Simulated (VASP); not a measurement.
# BaMg6Cu (Amm2) in VASP: a series of runs

One crystal, BaMg6Cu, is run at these levels: revPBE+D2, LDA; tasks: density of states, band structure.

Program: VASP 6.6.1. These are calculated values, not measurements. Logs are shortened: lines on timing, memory, paths and dates and some standing lists are left out, and cuts for length are marked.

### 1 Starting point

The structure is orthorhombic, space group Amm2 (No. 38). The conventional cell has a = 4.989 Å, b = 6.083 Å, c = 14.019 Å, α = 90.00°, β = 90.00°, γ = 90.00°. Ba (site symmetry mm2) is surrounded by 2 Cu at 3.40 Å and 8 Mg at 3.42 to 3.66 Å. Cu (site symmetry mm2) has 6 Mg at 2.68 to 2.91 Å as nearest neighbours. Mg (site symmetry mm2) has 8 Mg at 3.10 to 3.26 Å and 2 Ba at 3.42 Å as nearest neighbours. Around Mg (site symmetry mm2) lie 8 Mg at 3.26 to 3.60 Å and 2 Cu at 3.67 Å. Mg (site symmetry m) has 2 Cu at 2.91 Å and 5 Mg at 2.93 to 3.16 Å as nearest neighbours. Mg (site symmetry m) has 1 Cu at 2.68 Å and 1 Mg at 2.96 Å as nearest neighbours.

The cell comes from a database or a generator and needn't be the stable form of this composition.

### 2 Density of states, revPBE+D2

POSCAR

```
BaMg6Cu
1.0
    4.9893600000      0.0000000000      0.0000000000
    0.0000000000      3.0416570000      7.0093915000
    0.0000000000     -3.0416570000      7.0093915000
Ba Cu Mg
1 1 6
Direct
    0.5000000000      0.7065930000      0.7065930000
    0.5000000000      0.0978470000      0.0978470000
    0.0000000000      0.8737060000      0.8737060000
    0.0000000000      0.2897490000      0.2897490000
    0.0000000000      0.3144170000      0.8329410000
    0.0000000000      0.8329410000      0.3144170000
    0.5000000000      0.1990300000      0.6857140000
    0.5000000000      0.6857140000      0.1990300000
```

INCAR.step1

```
  PREC = Accurate
  ENCUT = 520
  EDIFF = 1E-7
  ISMEAR = 1
  SIGMA = 0.2
  LREAL = F
  LASPH = T
  NELM = 60
  ALGO = Normal
  ISIF = 2
  LWAVE = F
  LCHARG = T
  LMAXMIX = 4
  GGA = RE
  IVDW = 1
  ISYM = 0
```

KPOINTS.step1

```
regular mesh
0
Gamma
  2 2 2
```

INCAR.step2

```
  PREC = Accurate
  ENCUT = 520
  EDIFF = 1E-7
  ISMEAR = 0
  SIGMA = 0.2
  LREAL = F
  LASPH = T
  NELM = 60
  ALGO = Normal
  ISIF = 2
  LWAVE = F
  LCHARG = F
  LMAXMIX = 4
  GGA = RE
  IVDW = 1
  LORBIT = 11
  ISYM = 0
  NEDOS = 1001
  ICHARG = 11
```

KPOINTS.step2

```
regular mesh
0
Gamma
  3 3 3
```

Potentials or basis: VASP PAW PBE potentials, release 64 (Ba_sv, Cu, Mg).

Started as:

```sh
cat potpaw_PBE.64/Ba_sv/POTCAR potpaw_PBE.64/Cu/POTCAR potpaw_PBE.64/Mg/POTCAR > POTCAR
cp INCAR.step1 INCAR
cp KPOINTS.step1 KPOINTS
mpirun -np 1 vasp_std > vasp.out
cp INCAR.step2 INCAR
cp KPOINTS.step2 KPOINTS
mpirun -np 1 vasp_std > vasp.out
```

OUTCAR:

```text
PREC = Accurate
   ENCUT = 520
   EDIFF = 1E-7
   ISMEAR = 0
   LREAL = F
   LASPH = T
   NELM = 60
   ISIF = 2
   GGA = RE
   IVDW = 1
   LORBIT = 11
   ISYM = 0
   ICHARG = 11
  IVDW =   1

 ion  position               nearest neighbor table
   1  0.500  0.707  0.707-   2 3.40   2 3.40   3 3.42   3 3.42   6 3.49   5 3.49   5 3.49   6 3.49
                             8 3.66   7 3.66   7 3.99   8 3.99   4 4.10   4 4.10   4 4.10   4 4.10
   2  0.500  0.098  0.098-   7 2.68   8 2.68   5 2.91   6 2.91   5 2.91   6 2.91   1 3.40   1 3.40

   3  0.000  0.874  0.874-   7 3.10   8 3.10   7 3.10   8 3.10   5 3.16   6 3.16   4 3.26   4 3.26
                             1 3.42   1 3.42
   4  0.000  0.290  0.290-   3 3.26   3 3.26   5 3.36   6 3.36   7 3.60   8 3.60   7 3.60   8 3.60
                             1 4.10   1 4.10   1 4.10   1 4.10
   5  0.000  0.314  0.833-   2 2.91   2 2.91   6 2.93   7 3.10   7 3.10   6 3.15   3 3.16   4 3.36
                             1 3.49   1 3.49
   6  0.000  0.833  0.314-   2 2.91   2 2.91   5 2.93   8 3.10   8 3.10   5 3.15   3 3.16   4 3.36
                             1 3.49   1 3.49
   7  0.500  0.199  0.686-   2 2.68   8 2.96   3 3.10   3 3.10   5 3.10   5 3.10   8 3.12   4 3.60
                             4 3.60   1 3.66   1 3.99
   8  0.500  0.686  0.199-   2 2.68   7 2.96   3 3.10   3 3.10   6 3.10   6 3.10   7 3.12   4 3.60
                             4 3.60   1 3.66   1 3.99

IMPORTANT INFORMATION: All symmetrisations will be switched off!
NOSYMM: (Re-)initialisation of all symmetry stuff for point group C_1.

----------------------------------------------------------------------------------------

                                     Primitive cell

  volume of cell :     212.7480

  direct lattice vectors                    reciprocal lattice vectors
     4.989360000  0.000000000  0.000000000     0.200426508  0.000000000  0.000000000
     0.000000000  3.041657000  7.009391500     0.000000000  0.164384084  0.071332868
     0.000000000 -3.041657000  7.009391500     0.000000000 -0.164384084  0.071332868

  length of vectors
     4.989360000  7.640893044  7.640893044     0.200426508  0.179194043  0.179194043

  position of ions in fractional coordinates (direct lattice)
     0.500000000  0.706593000  0.706593000
     0.500000000  0.097847000  0.097847000
     0.000000000  0.873706000  0.873706000
     0.000000000  0.289749000  0.289749000
     0.000000000  0.314417000  0.832941000
     0.000000000  0.832941000  0.314417000
     0.500000000  0.199030000  0.685714000
     0.500000000  0.685714000  0.199030000

  ion indices of the primitive-cell ions
   primitive index   ion index
                 1           1
                 2           2
                 3           3
                 4           4
                 5           5
                 6           6
                 7           7
                 8           8

----------------------------------------------------------------------------------------

 KPOINTS: regular mesh

Automatic generation of k-mesh.
 Grid dimensions read from file:
 generate k-points for:    3    3    3

 Generating k-lattice:

  Cartesian coordinates                     Fractional coordinates (reciprocal lattice)
     0.066808836  0.000000000  0.000000000     0.333333333  0.000000000  0.000000000
     0.000000000  0.054794695  0.023777623     0.000000000  0.333333333  0.000000000
     0.000000000 -0.054794695  0.023777623     0.000000000  0.000000000  0.333333333

  Length of vectors
     0.066808836  0.059731348  0.059731348

  Shift w.r.t. Gamma in fractional coordinates (k-lattice)
     0.000000000  0.000000000  0.000000000

 Subroutine IBZKPT returns following result:
 ===========================================

 Found     14 irreducible k-points:

 Following reciprocal coordinates:
            Coordinates               Weight
  0.000000  0.000000  0.000000      1.000000
  0.333333  0.000000  0.000000      2.000000
  0.000000  0.333333  0.000000      2.000000
  0.000000 -0.000000 -0.333333      2.000000
  0.333333  0.333333  0.000000      2.000000
  0.333333 -0.333333 -0.000000      2.000000
 -0.333333 -0.000000 -0.333333      2.000000
 -0.333333  0.000000  0.333333      2.000000
  0.000000  0.333333  0.333333      2.000000
  0.333333  0.333333  0.333333      2.000000
  0.333333 -0.333333 -0.333333      2.000000
  0.000000 -0.333333  0.333333      2.000000
  0.333333 -0.333333  0.333333      2.000000
  0.333333  0.333333 -0.333333      2.000000
   k-points           NKPTS =     14   k-points in BZ     NKDIM =     14   number of bands    NBANDS=     21
   number of dos      NEDOS =   1001   number of ions     NIONS =      8
   total plane-waves  NPLWV = 144000
   dimension x,y,z NGX =    40 NGY =   60 NGZ =   60
   dimension x,y,z NGXF=    80 NGYF=  120 NGZF=  120
   ions per type =               1   1   6
   NGX,Y,Z   is equivalent  to a cutoff of  13.33, 13.05, 13.05 a.u.
   NGXF,Y,Z  is equivalent  to a cutoff of  26.66, 26.11, 26.11 a.u.
 SYSTEM =  unknown system
   PREC   = accura    normal or accurate (medium, high low for compatibility)
   ISTART =      0    job   : 0-new  1-cont  2-samecut
   ICHARG =     11    charge: 1-file 2-atom 10-const
   ISPIN  =      1    spin polarized calculation?
   LNONCOLLINEAR =      F non collinear calculations
   LSORBIT =      F    spin-orbit coupling
   LASPH  =      T    aspherical Exc in radial PAW
   ENCUT  =  520.0 eV  38.22 Ry    6.18 a.u.   9.28 14.21 14.21*2*pi/ulx,y,z
   NELM   =     60;   NELMIN=  2; NELMDL=  0     # of ELM steps
   EDIFF  = 0.1E-06   stopping-criterion for ELM
   LREAL  =      F    real-space projection
   EDIFFG = 0.1E-05   stopping-criterion for IOM
   NSW    =      0    number of steps for IOM
   IBRION =     -1    ionic relax: 0-MD 1-quasi-New 2-CG
   NFREE  =      0    steps in history (QN), initial steepest desc. (CG)
   ISIF   =      2    stress and relaxation
   ISYM   =      0    0-nonsym 1-usesym 2-fastsym
   POTIM  = 0.5000    time-step for ionic-motion
   TEBEG  =    0.0;   TEEND  =   0.0 temperature during run
   PSTRESS=    0.0 pullay stress
   NELECT =      33.0000    total number of electrons
   NUPDOWN=      -1.0000    fix difference up-down
   EMIN   =  10.00;   EMAX   =-10.00  energy-range for DOS
   EFERMI =   0.00;   METHOD = LEGACY
   ISMEAR =     0;   SIGMA  =   0.20  broadening in eV -4-tet -1-fermi 0-gaus
   EFERMI_NEDOS =   21; number of points for ismear=-14 and -15
   IALGO  =     38    algorithm
   IMIX   =      4    mixing-type and parameters
     AMIX     =   0.40;   BMIX     =  1.00
     AMIX_MAG =   1.60;   BMIX_MAG =  1.00
  volume/ion in A,a.u.               =      26.59       179.46
  Fermi-wavevector in a.u.,A,eV,Ry     =   0.879612  1.662225 10.527056  0.773717
  Thomas-Fermi vector in A             =   1.999859
   LORBIT       =     11    0 simple, 1 ext, 2 COOP (PROOUT), +10 PAW based schemes
   GGA     = RE    functional components
   LHFCALC =     F    Hartree Fock is set to
   AEXX    =    0.0000 exact exchange contribution
   IVDW    =     1    specifies the selected vdW correction
   LEPSILON=     F    determine dielectric tensor
   LRPA    =     F    only Hartree local field effects (RPA)
 non-spin polarized calculation
 Gauss-broadening in eV      SIGMA  =   0.20
  energy-cutoff  :      520.00
  volume of cell :      212.75
 maximum number of plane-waves:      5756
 NGX is ok and might be reduce to    40

 number of electron      32.9999999 magnetization

 Free energy of the ion-electron system (eV)
  ---------------------------------------------------
  ext. energy  EPLUGINS =         0.00000000
  ---------------------------------------------------
  free energy    TOTEN  =       -12.65641944 eV

  energy without entropy =      -12.56751495  energy(sigma->0) =      -12.61196720

 E-fermi :   2.3843     XC(G=0):  -8.3661

 val. band max:        2.3764096388   @ k =   0.3333   0.0000   0.0000
 cond. band min:       2.3999687703   @ k =   0.3333  -0.3333   0.3333
 fundamental gap:      0.0235591315
 Fermi energy:         2.3842966358

 k-point     1 :       0.0000    0.0000    0.0000
  band No.  band energies     occupation
      1     -25.3700      2.00000
      2     -10.7303      2.00000
      3     -10.6658      2.00000
      4     -10.6619      2.00000
      5      -3.8114      2.00000
      6      -0.9868      2.00000
[... 13 lines left out ...]
     20       4.8863      0.00000
     21       4.9494      0.00000

 k-point     2 :       0.3333    0.0000    0.0000
  band No.  band energies     occupation
      1     -25.3670      2.00000
      2     -10.7642      2.00000
      3     -10.7159      2.00000
      4     -10.6509      2.00000
      5      -3.1045      2.00000
      6      -1.2042      2.00000
[... 13 lines left out ...]
     20       3.1080      0.00000
     21       3.4873      0.00000

 k-point     3 :       0.0000    0.3333    0.0000
  band No.  band energies     occupation
      1     -25.3698      2.00000
      2     -10.7292      2.00000
      3     -10.6792      2.00000
      4     -10.6649      2.00000
      5      -3.3434      2.00000
      6      -1.6716      2.00000
[... 13 lines left out ...]
     20       3.7846      0.00000
     21       4.1071      0.00000

 k-point     4 :       0.0000   -0.0000   -0.3333
  band No.  band energies     occupation
      1     -25.3698      2.00000
      2     -10.7292      2.00000
      3     -10.6792      2.00000
      4     -10.6649      2.00000
      5      -3.3434      2.00000
      6      -1.6716      2.00000
[... 13 lines left out ...]
     20       3.7846      0.00000
     21       4.1071      0.00000

 k-point     5 :       0.3333    0.3333    0.0000
  band No.  band energies     occupation
      1     -25.3668      2.00000
      2     -10.7620      2.00000
      3     -10.7148      2.00000
      4     -10.6663      2.00000
      5      -2.6791      2.00000
      6      -1.1294      2.00000
[... 13 lines left out ...]
     20       3.9954      0.00000
     21       4.3341      0.00000
[... 142 lines left out ...]
     20       3.3704      0.00000
     21       3.8476      0.00000

 k-point    12 :       0.0000   -0.3333    0.3333
  band No.  band energies     occupation
      1     -25.3698      2.00000
      2     -10.7314      2.00000
      3     -10.6794      2.00000
      4     -10.6649      2.00000
      5      -3.1141      2.00000
      6      -1.8394      2.00000
[... 13 lines left out ...]
     20       3.8011      0.00000
     21       4.4298      0.00000

 k-point    13 :       0.3333   -0.3333    0.3333
  band No.  band energies     occupation
      1     -25.3668      2.00000
      2     -10.7618      2.00000
      3     -10.7166      2.00000
      4     -10.6665      2.00000
      5      -2.4947      2.00000
      6      -1.3217      2.00000
[... 13 lines left out ...]
     20       4.1524      0.00000
     21       4.4318      0.00000

 k-point    14 :       0.3333    0.3333   -0.3333
  band No.  band energies     occupation
      1     -25.3668      2.00000
      2     -10.7618      2.00000
      3     -10.7166      2.00000
      4     -10.6665      2.00000
      5      -2.4947      2.00000
      6      -1.3217      2.00000
[... 13 lines left out ...]
     20       4.1524      0.00000
     21       4.4318      0.00000

------------------------ aborting loop because EDIFF is reached ----------------------------------------

  DFT-D2 method for vdW energy calculation

  Number of pair interactions contributing to vdW energy:   88394

  Edisp (eV):   -6.35123

  FORCE on cell =-STRESS in cart. coord.  units (eV):
  Direction    XX          YY          ZZ          XY          YZ          ZX
  --------------------------------------------------------------------------------------
  -------------------------------------------------------------------------------------
  Total      -5.51242    -2.78014    -3.55683    -0.00000     0.00001    -0.00000
  in kB     -41.51334   -20.93689   -26.78603    -0.00002     0.00005    -0.00003
  external pressure =      -29.75 kB  Pullay stress =        0.00 kB

 VOLUME and BASIS-vectors are now :
 -----------------------------------------------------------------------------
  energy-cutoff  :      520.00
  volume of cell :      212.75
      direct lattice vectors                 reciprocal lattice vectors
     4.989360000  0.000000000  0.000000000     0.200426508  0.000000000  0.000000000
     0.000000000  3.041657000  7.009391500     0.000000000  0.164384084  0.071332868
     0.000000000 -3.041657000  7.009391500     0.000000000 -0.164384084  0.071332868

 POSITION                                       TOTAL-FORCE (eV/Angst)
 -----------------------------------------------------------------------------------
      2.49468      0.00000      9.90557         0.000002      0.000003      0.331291
      2.49468      0.00000      1.37170        -0.000000     -0.000002      0.270113
      0.00000      0.00000     12.24829        -0.000000      0.000000      0.081786
      0.00000      0.00000      4.06193        -0.000000     -0.000001     -0.174657
      0.00000     -1.57717      8.04228         0.000000      0.174185      0.060873
      0.00000      1.57717      8.04228         0.000000     -0.174186      0.060874
      2.49468     -1.48033      6.20152        -0.000000     -0.099308     -0.315140
      2.49468      1.48033      6.20152        -0.000001      0.099308     -0.315140
 -----------------------------------------------------------------------------------
    total drift:                                0.000003     -0.000001      0.136285

  FREE ENERGIE OF THE ION-ELECTRON SYSTEM (eV)
  ---------------------------------------------------
  free  energy   TOTEN  =       -19.0076499876 eV

  energy  without entropy=      -18.9187455002  energy(sigma->0) =      -18.96319774

 total charge

# of ion       s       p       d       tot
------------------------------------------
    1        2.029   5.579   0.387   7.995
    2        0.478   0.215   9.183   9.877
    3        0.232   0.132   0.008   0.372
    4        0.200   0.090   0.006   0.295
    5        0.223   0.116   0.011   0.350
    6        0.223   0.116   0.011   0.350
    7        0.217   0.120   0.010   0.347
    8        0.217   0.120   0.010   0.347
--------------------------------------------------
tot          3.818   6.487   9.627  19.932
```

It took 92 s on 1 thread of Intel Xeon 6975P-C (Granite Rapids), shared host; peak memory 0.39 GiB.

The run converged, but some of its settings lie outside the range that counts as converged, so its numbers aren't taken as properties of the crystal.

What came out:

```yaml
Valence_electrons_inside_the_program's_atomic_spheres: Ba 8.00; Cu 9.88; Mg 0.37, 0.29, 0.35
Dispersion_energy_per_atom: -0.794 eV
```

Caveat: the k mesh is coarse (spacing up to 0.63 Å⁻¹), so the values aren't converged; atom-pairwise D2, TS and ULG terms overbind metals; the PAW data sets were made with another functional, which shifts forces and pressure a little; pairwise dispersion overbinds metals, which lowers pressure and volume.

[end of part 1 of 2]
